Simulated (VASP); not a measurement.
A run of VASP 6.6.1:

INCAR

```
ALGO = Normal ; EDIFF = 1E-7
EDIFFG = -0.005 ; ENCUT = 600
GGA = RP ; IBRION = 2
ISIF = 3 ; ISMEAR = 1
LASPH = True ; LCHARG = False
LREAL = False ; LWAVE = False
NELM = 60 ; NSW = 40
PREC = Accurate ; SIGMA = 0.1
```

File KPOINTS:

```
k-points
0
Gamma
  7 7 7
```

The input POSCAR:

```
CaSc
1.0
    0.0000000000      3.2318700000      3.2318700000
    3.2318700000      0.0000000000      3.2318700000
    3.2318700000      3.2318700000      0.0000000000
Ca Sc
1 1
Direct
    0.5000000000      0.5000000000      0.5000000000
    0.0000000000      0.0000000000      0.0000000000
```

Potentials or basis: VASP PAW PBE potentials, release 64 (Ca_sv, Sc_sv).

Run with:

```console
$ cat potpaw_PBE.64/Ca_sv/POTCAR potpaw_PBE.64/Sc_sv/POTCAR > POTCAR
$ mpirun -np 1 vasp_std > vasp.out
```

Hardware: 1 thread of Intel(R) Xeon(R) Platinum 8259CL CPU @ 2.50GHz (Skylake/Cascade Lake), with other jobs on the host.

**Question.** How long does it take, and how much memory?

**Answer.** Run time: 2.6 min on 1 thread of Intel(R) Xeon(R) Platinum 8259CL CPU @ 2.50GHz (Skylake/Cascade Lake) (shared host), peak memory 0.24 GiB. Counts: scf iterations 49, k points 20, ion steps 4.
